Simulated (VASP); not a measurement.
Method: PBE GGA, VASP's PBE PAW potentials (set 64) (plane waves; VASP).

Input for VASP

### KPOINTS
```
Automatic mesh
0
Gamma
12 12 12
0 0 0
```

### POSCAR
```
Ni3Al
1
    3.5193060000     0.0000000000     0.0000000000
    0.0000000000     3.5193060000     0.0000000000
    0.0000000000     0.0000000000     3.5193060000
Al Ni
1 3
Direct
  0.0000000000   0.0000000000   0.0000000000
  0.0000000000   0.5000000000   0.5000000000
  0.5000000000   0.0000000000   0.5000000000
  0.5000000000   0.5000000000   0.0000000000
```

INCAR:
```
ALGO=Normal
EDIFF=1E-6
ENCUT=300
GGA=PE
ISIF=2
ISMEAR=1
ISPIN=2
LASPH=.True.
LCHARG=.False.
LMAXMIX=4
LORBIT=11
LREAL=.False.
LWAVE=.False.
MAGMOM=0.0 3*0.5
NELM=100
PREC=Accurate
SIGMA=0.136
SYSTEM=Ni3Al
```

POTCAR, in this order: Al Ni (PBE.64 set). Program: vasp_std.

Output of the run:

OSZICAR:
```
       N       E                     dE             d eps       ncg     rms          rms(c)
DAV:   1     0.143836197609E+03    0.14384E+03   -0.10153E+04  7160   0.130E+03
DAV:   2    -0.198578239024E+02   -0.16369E+03   -0.15609E+03  7056   0.295E+02
DAV:   3    -0.259658807150E+02   -0.61081E+01   -0.58304E+01  7908   0.770E+01
DAV:   4    -0.260640838620E+02   -0.98203E-01   -0.97689E-01  8031   0.855E+00
DAV:   5    -0.260670712436E+02   -0.29874E-02   -0.29869E-02  8326   0.147E+00    0.198E+01
DAV:   6    -0.266090692988E+02   -0.54200E+00   -0.62778E+01  7903   0.126E+02    0.201E+01
DAV:   7    -0.219254209665E+02    0.46836E+01   -0.18253E+01  7892   0.668E+01    0.281E+00
DAV:   8    -0.218960858808E+02    0.29335E-01   -0.36860E-01  7532   0.474E+00    0.155E+00
DAV:   9    -0.218753607435E+02    0.20725E-01   -0.41117E-02  8936   0.285E+00    0.731E-01
DAV:  10    -0.218767882581E+02   -0.14275E-02   -0.28906E-03  8803   0.651E-01    0.406E-01
DAV:  11    -0.218769903577E+02   -0.20210E-03   -0.59795E-03  8491   0.124E+00    0.242E-01
DAV:  12    -0.218779404574E+02   -0.95010E-03   -0.88200E-04  8086   0.494E-01    0.657E-02
DAV:  13    -0.218779646794E+02   -0.24222E-04   -0.65548E-05  8247   0.955E-02    0.315E-02
DAV:  14    -0.218779676072E+02   -0.29279E-05   -0.47074E-06  6500   0.236E-02    0.105E-02
DAV:  15    -0.218779682984E+02   -0.69115E-06   -0.91309E-07  4197   0.166E-02
   1 F= -.21877968E+02 E0= -.21878425E+02  d E =0.137113E-02  mag=     0.7274
```

### OUTCAR
```
------------------------ aborting loop because EDIFF is reached ----------------------------------------
  FORCE on cell =-STRESS in cart. coord.  units (eV):
  Direction    XX          YY          ZZ          XY          YZ          ZX
  --------------------------------------------------------------------------------------
  Total        2.1240750      2.1240750      2.1240750      0.0000000     -0.0000000     -0.0000000
  in kB       78.0745232     78.0745232     78.0745232      0.0000000     -0.0000000     -0.0000000
  external PRESSURE =      78.0745232 kB  Pullay stress =       0.0000000 kB
  volume of cell :       43.59
      direct lattice vectors                 reciprocal lattice vectors
     3.519306000  0.000000000  0.000000000     0.284146931  0.000000000  0.000000000
     0.000000000  3.519306000  0.000000000     0.000000000  0.284146931  0.000000000
     0.000000000  0.000000000  3.519306000     0.000000000  0.000000000  0.284146931
 POSITION                                       TOTAL-FORCE (eV/Angst)
 -----------------------------------------------------------------------------------
      0.00000      0.00000      0.00000         0.000000      0.000000      0.000000
      0.00000      1.75965      1.75965         0.000000      0.000000      0.000000
      1.75965      0.00000      1.75965         0.000000      0.000000      0.000000
      1.75965      1.75965      0.00000         0.000000      0.000000      0.000000
 -----------------------------------------------------------------------------------
    total drift:                               -0.000000      0.000000      0.000000
  FREE ENERGIE OF THE ION-ELECTRON SYSTEM (eV)
  ---------------------------------------------------
  free  energy   TOTEN  =       -21.8779682984 eV

  energy  without entropy=      -21.8793394247  energy(sigma->0) =      -21.87842534

 total charge

# of ion       s       p       d       tot
------------------------------------------
    1        0.413   0.412   0.000   0.826
    2        0.509   0.550   8.383   9.442
    3        0.509   0.550   8.383   9.442
    4        0.509   0.550   8.383   9.442
--------------------------------------------------
tot          1.941   2.062  25.149  29.151

 magnetization (x)

# of ion       s       p       d       tot
------------------------------------------
    1       -0.001  -0.008   0.000  -0.009
    2       -0.003  -0.011   0.273   0.259
    3       -0.003  -0.011   0.273   0.259
    4       -0.003  -0.011   0.273   0.259
--------------------------------------------------
tot         -0.011  -0.040   0.819   0.769
```
(Selected blocks of OUTCAR.)

File OUTCAR:
```
 val. band max:        9.9887484267   @ k =   0.3333   0.3333   0.1667

 cond. band min:       9.9951339479   @ k =   0.2500   0.1667   0.0833


 Fermi energy:         9.9916070744

 spin component 1

 k-point     1 :       0.0000    0.0000    0.0000
  band No.  band energies     occupation
      1      -0.2119      1.00000
      2       5.4846      1.00000
      3       6.1722      1.00000
      4       6.1722      1.00000
      5       6.5337      1.00000
      6       6.5337      1.00000
      7       6.5337      1.00000
      8       8.5449      1.00000
      9       8.5449      1.00000
     10       8.5449      1.00000
     11       9.4055      1.00000
     12       9.4055      1.00000
     13       9.7186      1.00780
     14       9.9046      0.93718
     15       9.9046      0.93718
     16       9.9046      0.93718
     17      10.8576     -0.00000
     18      10.8576     -0.00000
     19      10.8576     -0.00000
     20      16.7331      0.00000
     21      16.7331      0.00000

 k-point     2 :       0.0833    0.0000    0.0000
  band No.  band energies     occupation
      1      -0.1249      1.00000
      2       5.5132      1.00000
      3       6.1220      1.00000
      4       6.2277      1.00000
      5       6.5488      1.00000
      6       6.5488      1.00000
      7       6.5544      1.00000
      8       8.4958      1.00000
      9       8.4958      1.00000
     10       8.5222      1.00000
     11       9.3544      1.00000
     12       9.4066      1.00000
     13       9.6861      1.00333
     14       9.6897      1.00369
     15       9.6897      1.00369
     16       9.9047      0.93690
     17      10.5002     -0.00000
     18      11.1837     -0.00000
     19      11.1837     -0.00000
     20      16.7228      0.00000
     21      17.0165      0.00000

 k-point     3 :       0.1667    0.0000    0.0000
  band No.  band energies     occupation
      1       0.1343      1.00000
...
```

At this cut-off the stress carries a Pulay error, which pulls relaxed volumes low.

The structure is a typed Ni3Al crystal. The cell was not relaxed at this level.
